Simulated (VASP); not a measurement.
Calculation: PBEsol GGA, VASP's PBE PAW potentials (set 64) (plane waves; VASP 6.6.1).

VASP input:

INCAR:
```
! general
SYSTEM  = Ba(P2Pd)2
PREC    = Accurate
ENCUT   = 300   ! plane-wave cut-off (eV)
LREAL   = .False.
LASPH   = .True.

! electronic loop
EDIFF   = 1E-6   ! SCF stop (eV)
NELM    = 100
ALGO    = Normal
LMAXMIX = 4

! smearing
ISMEAR  = -1
SIGMA   = 0.136

! functional
GGA     = PS   ! PBEsol

! ions
ISIF    = 2

! output
LWAVE   = .False.
LCHARG  = .False.
```

**POSCAR**
```
Ba(P2Pd)2
1
   -3.4219100000     3.4219100000     2.9868950000
    3.4219100000    -3.4219100000     2.9868950000
    3.4219100000     3.4219100000    -2.9868950000
Ba P Pd
1 4 2
Direct
  0.0000000000   0.0000000000   0.0000000000
  0.2738100000   0.5000000000   0.7738100000
  0.7261900000   0.5000000000   0.2261900000
  0.5000000000   0.7261900000   0.2261900000
  0.5000000000   0.2738100000   0.7738100000
  0.7500000000   0.2500000000   0.5000000000
  0.2500000000   0.7500000000   0.5000000000
```

File KPOINTS:
```
Automatic mesh
0
Gamma
6 6 6
0 0 0
```

POTCAR, in this order: Ba_sv P Pd (PBE.64 set). Program: vasp_std.

The run wrote:

**OUTCAR**
```
 ion  position               nearest neighbor table
   1  0.000  0.000  0.000-   3 3.36   4 3.36   2 3.36   5 3.36   3 3.36   4 3.36   2 3.36   5 3.36
                             7 3.73   7 3.73   6 3.73   6 3.73   6 3.73   7 3.73   6 3.73   7 3.73
   2  0.274  0.500  0.774-   4 2.19   5 2.19   7 2.40   6 2.40   1 3.36   1 3.36
   3  0.726  0.500  0.226-   4 2.19   5 2.19   7 2.40   6 2.40   1 3.36   1 3.36
   4  0.500  0.726  0.226-   2 2.19   3 2.19   6 2.40   7 2.40   1 3.36   1 3.36
   5  0.500  0.274  0.774-   2 2.19   3 2.19   6 2.40   7 2.40   1 3.36   1 3.36
   6  0.750  0.250  0.500-   2 2.40   3 2.40   5 2.40   4 2.40   7 2.99   7 2.99   1 3.73   1 3.73
                             1 3.73   1 3.73
   7  0.250  0.750  0.500-   5 2.40   2 2.40   4 2.40   3 2.40   6 2.99   6 2.99   1 3.73   1 3.73
                             1 3.73   1 3.73
  LATTYP: Found a body centered tetragonal cell.
 ALAT       =     6.8438200000
 C/A-ratio  =     0.8728736291
 Subroutine PRICEL returns:
 Original cell was already a primitive cell.
 Subroutine GETGRP returns: Found 16 space group operations
The static configuration has the point symmetry D_4h.
The dynamic configuration has the point symmetry D_4h.
 Subroutine INISYM returns: Found 16 space group operations
 Subroutine IBZKPT returns following result:
 Found     30 irreducible k-points:

 Following reciprocal coordinates:
            Coordinates               Weight
  0.000000  0.000000  0.000000      1.000000
  0.166667  0.000000 -0.000000      8.000000
  0.333333  0.000000  0.000000      8.000000
  0.500000 -0.000000  0.000000      4.000000
  0.166667  0.166667 -0.000000      8.000000
  0.333333  0.166667  0.000000     16.000000
  0.500000  0.166667  0.000000     16.000000
 -0.333333  0.166667 -0.000000     16.000000
 -0.166667  0.166667  0.000000      4.000000
  0.333333  0.333333  0.000000      8.000000
  0.500000  0.333333  0.000000     16.000000
 -0.333333  0.333333  0.000000      4.000000
  0.500000  0.500000  0.000000      2.000000
  0.166667  0.166667  0.166667      8.000000
  0.333333  0.166667  0.166667      8.000000
...
```

OSZICAR:
```
       N       E                     dE             d eps       ncg     rms          rms(c)
DAV:   1     0.198623514177E+03    0.19862E+03   -0.16677E+04  1800   0.966E+02
DAV:   2    -0.299228736559E+02   -0.22855E+03   -0.22045E+03  2168   0.226E+02
DAV:   3    -0.432672932206E+02   -0.13344E+02   -0.13104E+02  2396   0.540E+01
DAV:   4    -0.435797483502E+02   -0.31246E+00   -0.31171E+00  2434   0.846E+00
DAV:   5    -0.435882232970E+02   -0.84749E-02   -0.84734E-02  2464   0.116E+00    0.171E+01
DAV:   6    -0.429211479069E+02    0.66708E+00   -0.15504E+01  2082   0.276E+01    0.110E+01
DAV:   7    -0.422262233321E+02    0.69492E+00   -0.37278E+00  1956   0.162E+01    0.648E+00
DAV:   8    -0.422412350792E+02   -0.15012E-01   -0.86255E-01  2266   0.464E+00    0.187E+00
DAV:   9    -0.421793756597E+02    0.61859E-01   -0.27462E-01  2096   0.403E+00    0.446E-01
DAV:  10    -0.421817398832E+02   -0.23642E-02   -0.26025E-02  2154   0.771E-01    0.215E-01
DAV:  11    -0.421817996450E+02   -0.59762E-04   -0.21606E-03  2290   0.292E-01    0.120E-01
DAV:  12    -0.421816838047E+02    0.11584E-03   -0.44872E-04  2210   0.168E-01    0.611E-02
DAV:  13    -0.421816867619E+02   -0.29572E-05   -0.83041E-05  2150   0.426E-02    0.257E-02
DAV:  14    -0.421816875508E+02   -0.78892E-06   -0.70957E-06  2210   0.169E-02
   1 F= -.42181688E+02 E0= -.42121411E+02  d E =-.120553E+00
```

### OUTCAR
```
------------------------ aborting loop because EDIFF is reached ----------------------------------------
  FORCE on cell =-STRESS in cart. coord.  units (eV):
  Direction    XX          YY          ZZ          XY          YZ          ZX
  --------------------------------------------------------------------------------------
  Total       -1.6238824     -1.6238824     -2.7675217      0.0000000     -0.0000000      0.0000000
  in kB      -18.5972207    -18.5972207    -31.6945435      0.0000000     -0.0000000      0.0000000
  external PRESSURE =     -22.9629950 kB  Pullay stress =       0.0000000 kB
  volume of cell :      139.90
      direct lattice vectors                 reciprocal lattice vectors
    -3.421910000  3.421910000  2.986895000     0.000000000  0.146117227  0.167397917
     3.421910000 -3.421910000  2.986895000     0.146117227  0.000000000  0.167397917
     3.421910000  3.421910000 -2.986895000     0.146117227  0.146117227  0.000000000
 POSITION                                       TOTAL-FORCE (eV/Angst)
 -----------------------------------------------------------------------------------
      0.00000      0.00000      0.00000        -0.000000     -0.000000     -0.000000
      3.42191      1.87391      0.00000        -0.000000     -0.383780     -0.000000
     -0.00000      1.54800      2.98689        -0.000000      0.383780     -0.000000
      1.54800     -0.00000      2.98689         0.383780     -0.000000     -0.000000
      1.87391      3.42191      0.00000        -0.383780     -0.000000     -0.000000
      0.00000      3.42191      1.49345        -0.000000     -0.000000      0.000000
      3.42191      0.00000      1.49345        -0.000000     -0.000000      0.000000
 -----------------------------------------------------------------------------------
    total drift:                                0.000000     -0.000000      0.000000
  FREE ENERGIE OF THE ION-ELECTRON SYSTEM (eV)
  ---------------------------------------------------
  free  energy   TOTEN  =       -42.1816875508 eV

  energy  without entropy=      -42.0611348119  energy(sigma->0) =      -42.12141118
```
(Selected blocks of OUTCAR.)

### OUTCAR
```
 val. band max:        6.7148691206   @ k =  -0.1667   0.1667   0.1667

 cond. band min:       6.7982439008   @ k =   0.3333   0.1667   0.1667


 Fermi energy:         6.7218305293

 k-point     1 :       0.0000    0.0000    0.0000
  band No.  band energies     occupation
      1     -21.1347      2.00000
      2      -7.9465      2.00000
      3      -6.5514      2.00000
      4      -6.4045      2.00000
      5      -6.4045      2.00000
      6      -4.4053      2.00000
      7      -4.4053      2.00000
      8      -1.5301      2.00000
      9      -0.9258      2.00000
     10       0.2308      2.00000
     11       1.7046      2.00000
     12       1.9851      2.00000
     13       1.9851      2.00000
     14       2.5324      2.00000
     15       2.6730      2.00000
     16       2.6730      2.00000
     17       3.1145      2.00000
     18       3.6178      2.00000
     19       3.7615      2.00000
     20       4.3479      2.00000
     21       4.3579      2.00000
     22       4.3579      2.00000
     23       4.4582      2.00000
     24       4.4582      2.00000
     25       5.2460      1.99996
     26       6.1947      1.95937
     27       8.5321      0.00000
     28       9.6661      0.00000
     29       9.7556      0.00000
     30       9.7556      0.00000

 k-point     2 :       0.1667    0.0000   -0.0000
  band No.  band energies     occupation
      1     -21.1338      2.00000
      2      -8.0515      2.00000
      3      -6.4285      2.00000
      4      -6.4089      2.00000
      5      -6.3181      2.00000
      6      -4.5028      2.00000
      7      -4.4445      2.00000
      8      -1.6284      2.00000
      9      -0.6786      2.00000
     10       0.3738      2.00000
     11       1.5239      2.00000
     12       1.9119      2.00000
     13       1.9730      2.00000
     14       2.4258      2.00000
     15       2.6831      2.00000
     16       2.7770      2.00000
     17       2.9789      2.00000
     18       3.5179      2.00000
...
```

At this cut-off the stress carries a Pulay error, which pulls relaxed volumes low. Unless said otherwise, spin-orbit coupling is left out, though it shifts the bands of the heavy elements here.

The structure comes from a computed database's BaPd2P4 entry (I4/mmm); how it stands against other phases isn't given here. The cell was not relaxed at this level. The run is one of a series of settings (GGA = PS, POTCAR Ba_sv P Pd (PBE.64 set) against the base run), some of them coarse on purpose.
